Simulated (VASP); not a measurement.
OSZICAR of a VASP run on Zr (space group P6_3/mmc):

OSZICAR:
```
       N       E                     dE             d eps       ncg     rms          rms(c)
DAV:   1     0.178950691713E+03    0.17895E+03   -0.12059E+04  2456   0.123E+03
DAV:   2    -0.607453902903E+01   -0.18503E+03   -0.18337E+03  3120   0.369E+02
DAV:   3    -0.187794150530E+02   -0.12705E+02   -0.12605E+02  4592   0.688E+01
DAV:   4    -0.189773991101E+02   -0.19798E+00   -0.19793E+00  2664   0.995E+00
DAV:   5    -0.189836186182E+02   -0.62195E-02   -0.62194E-02  3792   0.117E+00    0.150E+01
DAV:   6    -0.182803023404E+02    0.70332E+00   -0.10787E+00  2528   0.890E+00    0.590E+00
DAV:   7    -0.181365433059E+02    0.14376E+00   -0.69189E-01  3544   0.611E+00    0.115E+00
DAV:   8    -0.181396504879E+02   -0.31072E-02   -0.35643E-02  3376   0.166E+00    0.314E-01
DAV:   9    -0.181399209388E+02   -0.27045E-03   -0.19810E-03  3080   0.454E-01    0.326E-02
DAV:  10    -0.181398922835E+02    0.28655E-04   -0.50663E-05  3624   0.423E-02    0.239E-02
DAV:  11    -0.181398912385E+02    0.10450E-05   -0.87737E-06  2696   0.382E-02    0.269E-03
DAV:  12    -0.181398913339E+02   -0.95374E-07   -0.25684E-07  1816   0.396E-03
   1 F= -.18139891E+02 E0= -.18139539E+02  d E =-.181399E+02
       N       E                     dE             d eps       ncg     rms          rms(c)
DAV:   1    -0.192284377378E+02   -0.10885E+01   -0.35775E+01  2944   0.623E+01    0.111E+01
DAV:   2    -0.182632604953E+02    0.96518E+00   -0.28394E+00  2688   0.163E+01    0.318E+00
DAV:   3    -0.180854873172E+02    0.17777E+00   -0.11859E+00  3536   0.822E+00    0.206E+00
DAV:   4    -0.181172496741E+02   -0.31762E-01   -0.96732E-02  3088   0.136E+00    0.834E-01
DAV:   5    -0.181395622177E+02   -0.22313E-01   -0.84326E-02  3648   0.166E+00    0.293E-01
DAV:   6    -0.181390846430E+02    0.47757E-03   -0.33969E-03  3608   0.482E-01    0.101E-01
DAV:   7    -0.181391534946E+02   -0.68852E-04   -0.23761E-04  3440   0.144E-01    0.612E-03
DAV:   8    -0.181391532034E+02    0.29123E-06   -0.32963E-06  2808   0.137E-02
   2 F= -.18139153E+02 E0= -.18139177E+02  d E =0.738131E-03
       N       E                     dE             d eps       ncg     rms          rms(c)
DAV:   1    -0.184095592157E+02   -0.27041E+00   -0.88136E+00  2744   0.316E+01    0.500E+00
DAV:   2    -0.181998260768E+02    0.20973E+00   -0.86833E-01  2984   0.867E+00    0.176E+00
DAV:   3    -0.181446961450E+02    0.55130E-01   -0.30336E-01  3544   0.428E+00    0.927E-01
DAV:   4    -0.181521441262E+02   -0.74480E-02   -0.28292E-02  3008   0.784E-01    0.397E-01
DAV:   5    -0.181580031567E+02   -0.58590E-02   -0.18080E-02  3664   0.773E-01    0.185E-01
DAV:   6    -0.181580719018E+02   -0.68745E-04   -0.84477E-04  2848   0.236E-01    0.440E-02
DAV:   7    -0.181580846803E+02   -0.12778E-04   -0.31442E-05  3848   0.511E-02    0.159E-02
DAV:   8    -0.181580864637E+02   -0.17835E-05   -0.50323E-06  2848   0.253E-02    0.468E-03
DAV:   9    -0.181580864346E+02    0.29100E-07   -0.27886E-07  1504   0.459E-03
   3 F= -.18158086E+02 E0= -.18157942E+02  d E =-.181951E-01
       N       E                     dE             d eps       ncg     rms          rms(c)
DAV:   1    -0.181581881868E+02   -0.10172E-03   -0.34939E-03  2888   0.622E-01    0.103E-01
DAV:   2    -0.181580979099E+02    0.90277E-04   -0.32182E-04  3040   0.169E-01    0.334E-02
DAV:   3    -0.181580770453E+02    0.20865E-04   -0.11916E-04  3560   0.831E-02    0.189E-02
DAV:   4    -0.181580812872E+02   -0.42419E-05   -0.10497E-05  2568   0.148E-02    0.802E-03
DAV:   5    -0.181580851187E+02   -0.38315E-05   -0.78110E-06  3368   0.170E-02    0.316E-03
DAV:   6    -0.181580853575E+02   -0.23884E-06   -0.33527E-07  1352   0.541E-03
   4 F= -.18158085E+02 E0= -.18157945E+02  d E =-.181940E-01
       N       E                     dE             d eps       ncg     rms          rms(c)
DAV:   1    -0.181612051984E+02   -0.31201E-02   -0.16616E-01  2432   0.382E+00    0.289E-01
DAV:   2    -0.181591707286E+02    0.20345E-02   -0.51288E-03  2840   0.565E-01    0.134E-01
DAV:   3    -0.181586087800E+02    0.56195E-03   -0.22060E-03  3288   0.339E-01    0.222E-02
DAV:   4    -0.181586126992E+02   -0.39192E-05   -0.33866E-05  2872   0.551E-02    0.102E-02
DAV:   5    -0.181586130907E+02   -0.39152E-06   -0.19621E-06  2280   0.124E-02
   5 F= -.18158613E+02 E0= -.18158619E+02  d E =-.527733E-03
       N       E                     dE             d eps       ncg     rms          rms(c)
DAV:   1    -0.181617219033E+02   -0.31092E-02   -0.18612E-01  2432   0.405E+00    0.306E-01
DAV:   2    -0.181594257120E+02    0.22962E-02   -0.57757E-03  2872   0.597E-01    0.142E-01
DAV:   3    -0.181587905756E+02    0.63514E-03   -0.24982E-03  3264   0.360E-01    0.234E-02
DAV:   4    -0.181587950153E+02   -0.44398E-05   -0.38309E-05  2904   0.583E-02    0.109E-02
DAV:   5    -0.181587955485E+02   -0.53316E-06   -0.21666E-06  2320   0.129E-02
   6 F= -.18158796E+02 E0= -.18158968E+02  d E =-.710191E-03
```

**Question.** Which electronic solver shows in the log?

**Answer.** It is blocked Davidson (ALGO = Normal, or the opening steps of other solvers). The INCAR had ALGO = Normal.

**Question.** Can the final energy be trusted as converged?

**Answer.** The calculation finished and met its thresholds. It stopped with EDIFF = 1E-6, NELM = 100, NSW = 60 and EDIFFG = -0.01 after 6 ionic steps (PBEsol GGA, plane waves, VASP's PBE PAW potentials (set 64)). Energy and stress use the plane-wave basis of the starting cell.

The structure comes from a measured Zr entry (P6_3/mmc) of the Crystallography Open Database, whose conditions weren't checked. This run relaxes it. Symmetry was kept, so distortions that lower it aren't found.
